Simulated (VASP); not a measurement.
# SrPb: Ag into a neighbouring Pb vacancy, part 3 of 4

Aim: the barrier for one hop in SrPb: Ag into a neighbouring Pb vacancy. The start is a cell from a database of measured crystal structures.

VASP 6.6.1, plane waves and PAW; the level of theory is named at each step.

So far. Step 2 (Relax the host): The run ended after 5 ionic steps, 0.045 eV below its first step, once forces and stress met EDIFFG = -0.02. Step 3 (Relax the start): The run ended after 11 ionic steps, 0.115 eV below its first step, once the forces on the free atoms met EDIFFG = -0.05.

**4. Relax the end**

Level of this step: PBEsol; plane waves and PAW (Pb, Ag, Sr_sv) (VASP).

The end state is relaxed in the same way, so that both ends share their errors.

Input file INCAR:

```
SYSTEM = Sr8AgPb6
PREC = Normal
ENCUT = 280
EDIFF = 1E-05
NELM = 120
ISMEAR = 1
SIGMA = 0.15
LREAL = Auto
ALGO = Fast
GGA = PS
NBANDS = 72
LORBIT = 11
LWAVE = .FALSE.
LCHARG = .FALSE.
NCORE = 3
IBRION = 2
NSW = 60
ISIF = 2
EDIFFG = -0.05
POTIM = 0.4
MAXMIX = 40
ISYM = 0
```

Input file POSCAR:

```
Sr8AgPb6
1.0
    2.4763014201      6.0654077633      4.7820034763
    2.4763014201     -6.0654077633      4.7820034763
    9.9052056804      0.0000000000      0.0000000000
Pb Ag Sr
6 1 8
Direct
    0.2056222073      0.0422603051      0.6882221655
    0.7087624912      0.5425794078      0.4383633859
    0.7067799527      0.5411228509      0.9363721775
    0.2935229802      0.4603016393      0.5633189937
    0.7906624969      0.9580246665      0.3127876982
    0.7917735431      0.9541186049      0.8136362031
    0.2059752795      0.0420726114      0.1857520857
    0.4897459862      0.7533582122      0.1896994693
    0.4933385594      0.7554170800      0.6883247355
    0.9937118923      0.2573481091      0.4355978512
    0.9882737775      0.2555287437      0.9408582833
    0.0089446308      0.7442980428      0.0614672044
    0.0028702635      0.7421311492      0.5641406187
    0.5078401923      0.2394820874      0.3149539241
    0.5097724573      0.2421865724      0.8120081249
```

Input file KPOINTS:

```
Automatic mesh
0
Gamma
3 3 2
0 0 0
```

Potentials, in the order of the species: Pb, Ag and Sr_sv (PBE family, release 64).

On the command line:

```sh
> mpirun -np 3 vasp_std
```

What it wrote:

```text
[... set-up lines as in an earlier step ...]
 entering main loop
       N       E                     dE             d eps       ncg     rms          rms(c)
DAV:   1     0.601474441537E+03    0.60147E+03   -0.36210E+04  1536   0.842E+02
DAV:   2     0.131652491507E+02   -0.58831E+03   -0.57127E+03  1672   0.251E+02
DAV:   3    -0.459650280457E+02   -0.59130E+02   -0.58519E+02  1880   0.583E+01
DAV:   4    -0.503506353115E+02   -0.43856E+01   -0.43666E+01  2384   0.164E+01
DAV:   5    -0.505748925184E+02   -0.22426E+00   -0.22420E+00  2048   0.292E+00    0.431E+01
RMM:   6    -0.487524376661E+02    0.18225E+01   -0.40105E+00  1507   0.448E+00    0.256E+01
RMM:   7    -0.485654132897E+02    0.18702E+00   -0.32628E+00  1744   0.395E+00    0.451E+00
RMM:   8    -0.485417139739E+02    0.23699E-01   -0.56133E-01  2047   0.165E+00    0.184E+00
RMM:   9    -0.485245273567E+02    0.17187E-01   -0.12442E-01  1966   0.833E-01    0.598E-01
RMM:  10    -0.485279091620E+02   -0.33818E-02   -0.45329E-02  2487   0.431E-01    0.317E-01
RMM:  11    -0.485289227026E+02   -0.10135E-02   -0.16455E-02  2518   0.265E-01    0.134E-01
RMM:  12    -0.485297267396E+02   -0.80404E-03   -0.85545E-03  2545   0.177E-01    0.756E-02
RMM:  13    -0.485300366483E+02   -0.30991E-03   -0.36937E-03  2429   0.127E-01    0.482E-02
RMM:  14    -0.485302428670E+02   -0.20622E-03   -0.20740E-03  2374   0.918E-02    0.399E-02
RMM:  15    -0.485303184225E+02   -0.75555E-04   -0.90028E-04  2366   0.710E-02    0.772E-03
RMM:  16    -0.485303802984E+02   -0.61876E-04   -0.63484E-04  2325   0.514E-02    0.132E-02
RMM:  17    -0.485304058143E+02   -0.25516E-04   -0.24459E-04  2247   0.375E-02    0.109E-02
RMM:  18    -0.485304218404E+02   -0.16026E-04   -0.15735E-04  2203   0.293E-02    0.262E-02
RMM:  19    -0.485304288771E+02   -0.70367E-05   -0.77668E-05  1949   0.234E-02
   1 F= -.48530429E+02 E0= -.48529298E+02  d E =-.485304E+02
 curvature:   0.00 expect dE= 0.000E+00 dE for cont linesearch  0.000E+00
 trial: gam= 0.00000 g(F)=  0.235E-01 g(S)=  0.000E+00 ort = 0.000E+00 (trialstep = 0.100E+01)
 search vector abs. value=  0.235E-01
 bond charge predicted
       N       E                     dE             d eps       ncg     rms          rms(c)
DAV:   1    -0.485485021334E+02   -0.18080E-01   -0.18372E+00  1728   0.430E+00    0.471E-01
RMM:   2    -0.485519343668E+02   -0.34322E-02   -0.48539E-02  1598   0.770E-01    0.304E-01
RMM:   3    -0.485520936411E+02   -0.15927E-03   -0.73572E-03  2219   0.275E-01    0.131E-01
RMM:   4    -0.485525290508E+02   -0.43541E-03   -0.32864E-03  2313   0.177E-01    0.301E-01
RMM:   5    -0.485524213108E+02    0.10774E-03   -0.10182E-03  2353   0.955E-02    0.225E-01
RMM:   6    -0.485523364054E+02    0.84905E-04   -0.70826E-04  2201   0.707E-02    0.137E-01
RMM:   7    -0.485523668234E+02   -0.30418E-04   -0.38926E-04  2207   0.489E-02    0.125E-01
RMM:   8    -0.485523871061E+02   -0.20283E-04   -0.18175E-04  1776   0.341E-02    0.120E-01
RMM:   9    -0.485523998263E+02   -0.12720E-04   -0.11144E-04  1771   0.271E-02    0.119E-01
RMM:  10    -0.485524045759E+02   -0.47495E-05   -0.64785E-05  1594   0.222E-02
   2 F= -.48552405E+02 E0= -.48551228E+02  d E =-.219757E-01
[...]
WARNING in EDDRMM: call to ZHEGV failed, returncode =   8  4     35
[... from here on, the cycles between the ionic steps are left out ...]
   3 F= -.48599961E+02 E0= -.48598650E+02  d E =-.695318E-01
[...]
WARNING in EDDRMM: call to ZHEGV failed, returncode =   6  3     43
[...]
WARNING in EDDRMM: call to ZHEGV failed, returncode =   6  3     52
   4 F= -.48613117E+02 E0= -.48611444E+02  d E =-.826880E-01
   5 F= -.48620934E+02 E0= -.48619405E+02  d E =-.905054E-01
[...]
WARNING in EDDRMM: call to ZHEGV failed, returncode =   6  3     35
   6 F= -.48637556E+02 E0= -.48635729E+02  d E =-.166218E-01
   7 F= -.48649126E+02 E0= -.48646396E+02  d E =-.281916E-01
   8 F= -.48650964E+02 E0= -.48648457E+02  d E =-.300299E-01
[...]
WARNING in EDDRMM: call to ZHEGV failed, returncode =   8  4     60
   9 F= -.48658521E+02 E0= -.48656052E+02  d E =-.755720E-02
[...]
WARNING in EDDRMM: call to ZHEGV failed, returncode =   8  4     49
  10 F= -.48662443E+02 E0= -.48660075E+02  d E =-.114785E-01
  11 F= -.48662773E+02 E0= -.48660386E+02  d E =-.118086E-01
  12 F= -.48661909E+02 E0= -.48659478E+02  d E =-.109447E-01
  13 F= -.48662762E+02 E0= -.48660358E+02  d E =-.117973E-01
[...]
WARNING in EDDRMM: call to ZHEGV failed, returncode =   8  4     54
  14 F= -.48662802E+02 E0= -.48660405E+02  d E =-.118375E-01
 curvature:  -3.25 expect dE=-0.262E-02 dE for cont linesearch -0.700E-05
 trial: gam= 0.22193 g(F)=  0.804E-03 g(S)=  0.000E+00 ort = 0.915E-04 (trialstep = 0.435E+01)
 search vector abs. value=  0.104E-02
 bond charge predicted
       N       E                     dE             d eps       ncg     rms          rms(c)
DAV:   1    -0.486631639629E+02   -0.36808E-03   -0.88217E-01  1520   0.300E+00    0.372E-01
RMM:   2    -0.486647860424E+02   -0.16221E-02   -0.26183E-02  1597   0.566E-01    0.289E-01
RMM:   3    -0.486653250229E+02   -0.53898E-03   -0.46606E-03  2242   0.203E-01    0.340E-01
RMM:   4    -0.486653160420E+02    0.89810E-05   -0.11491E-03  2421   0.927E-02    0.327E-01
RMM:   5    -0.486652729235E+02    0.43118E-04   -0.40067E-04  2139   0.546E-02    0.293E-01
RMM:   6    -0.486652165115E+02    0.56412E-04   -0.22901E-04  1994   0.412E-02    0.253E-01
RMM:   7    -0.486651939418E+02    0.22570E-04   -0.13786E-04  1840   0.315E-02    0.212E-01
RMM:   8    -0.486651855862E+02    0.83556E-05   -0.72005E-05  1519   0.224E-02
  15 F= -.48665186E+02 E0= -.48662982E+02  d E =-.238385E-02
 trial-energy change:   -0.002384  1 .order   -0.002423   -0.003584   -0.001263
 step:   6.7108(harm=  6.7108)  dis= 0.01689  next Energy=   -48.665568 (dE=-0.277E-02)
 reached required accuracy - stopping structural energy minimisation
```

Wall time 12 min (3 MPI ranks of AMD EPYC 7R43, shared host); peak memory 0.47 GiB; 35 min of CPU time.

From OUTCAR (step 4):

```text
 Found     10 irreducible k-points:

   NELECT =     115.0000    total number of electrons

 E-fermi :   2.9111

 k-point     1 :       0.0000    0.0000    0.0000
  band No.  band energies     occupation
    ...
     53       1.9654      2.00000
     54       2.0317      2.00000
     55       2.1648      2.00000
     56       2.4115      2.00003
     57       2.8818      1.32343
     58       2.9989      0.17328
     59       3.2091     -0.01667
     60       3.4189     -0.00002
     61       3.5598     -0.00000
     62       3.6827     -0.00000
    ...

 k-point     2 :       0.3333    0.0000    0.0000
  band No.  band energies     occupation
    ...
     53       1.8023      2.00000
     54       1.9968      2.00000
     55       2.1984      2.00000
     56       2.4299      2.00006
     57       2.9142      0.96424
     58       3.0223      0.05278
     59       3.1436     -0.05074
     60       3.2354     -0.00914
     61       3.4581     -0.00000
     62       3.6328     -0.00000
    ...

  Total       -4.5613351     -2.3069435     -3.4105345     -0.1227860      0.8410687     -0.2899281
  in kB      -12.7185962     -6.4325647     -9.5097620     -0.3423702      2.3451934     -0.8084209
  external PRESSURE =      -9.5536409 kB  Pullay stress =       0.0000000 kB

 POSITION                                       TOTAL-FORCE (eV/Angst)
 -----------------------------------------------------------------------------------
      7.40279      1.03549      1.21224         0.003128      0.006864     -0.009605
      7.40001      1.04310      5.93766        -0.000240     -0.004905      0.010729
     12.40988      0.89932      5.96858         0.002047     -0.022476      0.014626
      7.44047     -0.97352      3.56425         0.003136      0.018231     -0.004410
      7.44852     -0.93815      8.38741        -0.017969     -0.000771      0.023497
     12.38932     -0.99631      8.40675         0.017025     -0.008035      0.021168
      2.45508      0.97944      1.09061         0.007795     -0.001718     -0.017537
      4.98339     -1.70156      6.05048        -0.008881      0.030886     -0.004595
      9.87623     -1.59612      6.06485        -0.003866     -0.000941      0.009841
      7.38464      4.47450      5.90920        -0.010016      0.017426     -0.024191
     12.42774      4.42304      5.96489         0.003488      0.001823     -0.018198
      2.51078     -4.48583      3.59996        -0.010449      0.004312      0.002726
      7.41905     -4.39767      3.55834         0.011340     -0.021774     -0.014215
      4.79306      1.62881      3.54869         0.005203     -0.012018      0.004712
     10.06958      1.62062      3.55562        -0.001742     -0.006904      0.005451
 -----------------------------------------------------------------------------------
    total drift:                               -0.008235     -0.002702      0.006116

  FREE ENERGIE OF THE ION-ELECTRON SYSTEM (eV)
  ---------------------------------------------------
  free  energy   TOTEN  =       -48.6651855862 eV

  energy  without entropy=      -48.6585760774  energy(sigma->0) =      -48.66298242

 total charge
# of ion       s       p       d       tot
------------------------------------------
    1        1.643   1.802   0.044   3.489
    2        1.648   1.782   0.043   3.473
    3        1.638   1.831   0.026   3.496
    4        1.641   1.814   0.043   3.497
    5        1.632   1.893   0.041   3.566
    6        1.639   1.842   0.046   3.527
    7        0.537   0.182   9.100   9.819
    8        2.028   5.711   0.177   7.916
    9        2.024   5.712   0.194   7.930
   10        2.028   5.707   0.187   7.922
   11        2.029   5.706   0.178   7.913
   12        2.029   5.707   0.183   7.919
   13        2.023   5.712   0.195   7.930
   14        2.028   5.707   0.179   7.915
   15        2.028   5.708   0.176   7.912
--------------------------------------------------
tot         26.596  56.815  10.813  94.224

[... 6 parts as in an earlier step ...]

[... 6 further parts left out ...]
```

CONTCAR:

```
Sr8AgPb6
   1.00000000000000
     2.4763014201000000    6.0654077632999996    4.7820034762999999
     2.4763014201000000   -6.0654077632999996    4.7820034762999999
     9.9052056803999999    0.0000000000000000    0.0000000000000000
  Pb              Ag              Sr
     6     1     8
Direct
     0.2121100559573589    0.0413901023661239    0.6839884072513105
     0.7068211472750900    0.5348465919672228    0.4366658351095184
     0.6982016783053882    0.5499310521808686    0.9408309844666689
     0.2924215314630809    0.4529249223083640    0.5648306926571490
     0.7996398827223662    0.9543122986680723    0.3134920558998861
     0.7968684717874537    0.9611297040426788    0.8112895413254939
     0.1947721421983820    0.0332925570494056    0.1908415069056859
     0.4923628564462127    0.7728985334177878    0.1867926039553477
     0.5025567785140376    0.7657088700176637    0.6800081675316205
     0.9867114242902593    0.2490040349184838    0.4366020834053616
     0.9882932022795996    0.2590688216289765    0.9428274377159916
     0.0066196648327492    0.7461950334130195    0.0652774490681904
     0.0095349736694180    0.7345763690913222    0.5629769696319726
     0.5053171341758105    0.2367755441916092    0.2983699082922338
     0.5053657662828025    0.2381756474384022    0.8307092777835758
```

Step by step:

```tsv
step	energy less that of the first step (eV)	largest force (eV/Å)
1	0.0000	0.3222
2	-0.0220	0.2929
3	-0.0695	0.2086
4	-0.0827	0.3633
5	-0.0905	0.2579
6	-0.1071	0.1802
7	-0.1187	0.1437
8	-0.1205	0.1112
9	-0.1281	0.0755
10	-0.1320	0.0754
11	-0.1323	0.0699
12	-0.1315	0.0600
13	-0.1323	0.0660
14	-0.1324	0.0685
15	-0.1348	0.0325
```

The atoms that moved most (Å):

```tsv
atom	dx	dy	dz	length
Sr14	-0.177	0.001	-0.025	0.179
Sr15	0.164	-0.002	-0.040	0.169
Sr8	0.026	-0.103	0.106	0.150
Pb3	0.045	-0.105	0.001	0.115
Sr9	-0.034	-0.007	0.093	0.100
Ag7	0.001	-0.015	-0.096	0.097
Sr13	-0.014	0.086	-0.004	0.087
Pb5	0.020	0.077	0.025	0.083
```

Final coordinates:

```xyz
15
Lattice="2.4763 6.0654 4.7820 2.4763 -6.0654 4.7820 9.9052 0.0000 0.0000" Properties=species:S:1:pos:R:3 pbc="T T T"
Pb    7.4028    1.0355    1.2122
Pb    7.4000    1.0431    5.9377
Pb   12.4099    0.8993    5.9686
Pb    7.4405   -0.9735    3.5642
Pb    7.4485   -0.9382    8.3874
Pb   12.3893   -0.9963    8.4068
Ag    2.4551    0.9794    1.0906
Sr    4.9834   -1.7016    6.0505
Sr    9.8762   -1.5961    6.0649
Sr    7.3846    4.4745    5.9092
Sr   12.4277    4.4230    5.9649
Sr    2.5108   -4.4858    3.6000
Sr    7.4190   -4.3977    3.5583
Sr    4.7931    1.6288    3.5487
Sr   10.0696    1.6206    3.5556
```

This step gave:

| Item | Value |
| --- | --- |
| electronic cycles | 169 |
| free energy (TOTEN) | -48.67 eV |
| Fermi energy | 2.911 eV |

The run ended after 15 ionic steps, 0.135 eV below its first step, once the forces on the free atoms met EDIFFG = -0.05.

[end of part 3 of 4]

[Lines on the potential files, build, host, timing and source positions are cut from VASP's logs without a mark.]

[Logs are printed without paths, hosts, clocks, repeated set-up lines and the standing remarks that a program may print on its own settings, such as how far it seeks lower states.]

[Hosts, paths, dates, database ids (printed as entryN), source tags and the programs' standing remarks are cut or masked in the printed files.]

[Runs that stopped without an error message from VASP are left out.]
